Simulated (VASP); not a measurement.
```xyz
6
Lattice="1.8360 -7.2850 0.0000 1.8360 7.2850 0.0000 0.0000 0.0000 3.6410" Properties=species:S:1:pos:R:3 pbc="T T T"
Si     1.8360    -0.8596     0.9102
Si     1.8360     0.8596     2.7308
Si     1.8360     3.6425     0.9102
Si     1.8360    -3.6425     2.7308
Hf     1.8360    -5.7406     0.9102
Hf     1.8360     5.7406     2.7308
```

Method: PBE GGA, VASP's PBE PAW potentials (set 64) (plane waves; VASP). Settings: 300 eV cut-off, 6×6×6 Γ-centred mesh, Gaussian smearing of 0.050 eV, potentials Si Hf_pv.

### Question
Give the energies of bands 9 to 21 at the high-symmetry points, in eV from the Fermi level.

### Answer

| band | Γ | Y | C0 | Z | A0 | T | S | R |
|---|---|---|---|---|---|---|---|---|
| 9 | -8.86 | -7.36 | -9.31 | -8.48 | -7.67 | -9.10 | -9.48 | -7.64 |
| 10 | -3.86 | -5.47 | -6.54 | -8.48 | -7.67 | -9.10 | -6.69 | -7.64 |
| 11 | -3.28 | -3.70 | -5.68 | -5.62 | -6.19 | -4.31 | -5.31 | -6.18 |
| 12 | -3.11 | -3.25 | -4.55 | -5.62 | -6.19 | -4.31 | -5.00 | -6.18 |
| 13 | -3.10 | -2.93 | -3.36 | -2.63 | -4.03 | -3.40 | -3.37 | -4.14 |
| 14 | -2.72 | -2.86 | -3.33 | -2.63 | -4.03 | -3.40 | -2.88 | -4.14 |
| 15 | -2.65 | -2.54 | -1.81 | -2.08 | -3.52 | -2.41 | -1.99 | -3.51 |
| 16 | -2.34 | -2.01 | -1.66 | -2.08 | -3.52 | -2.41 | -1.78 | -3.51 |
| 17 | -2.32 | -1.69 | -1.06 | -0.20 | -2.58 | -1.00 | -0.95 | -2.58 |
| 18 | 0.08 | 0.40 | -0.67 | -0.20 | -2.58 | -1.00 | -0.57 | -2.58 |
| 19 | 1.02 | 1.15 | -0.25 | 0.06 | 1.35 | -0.06 | -0.50 | 1.71 |
| 20 | 1.26 | 1.29 | 0.94 | 0.06 | 1.35 | -0.06 | 0.74 | 1.71 |
| 21 | 1.59 | 1.45 | 1.15 | 1.76 | 2.98 | 2.49 | 1.13 | 2.60 |

It has no gap at this level: it comes out as a metal or semimetal.

The structure comes from a measured HfSi2 entry of the Crystallography Open Database, whose conditions weren't checked. The cell was not relaxed at this level.
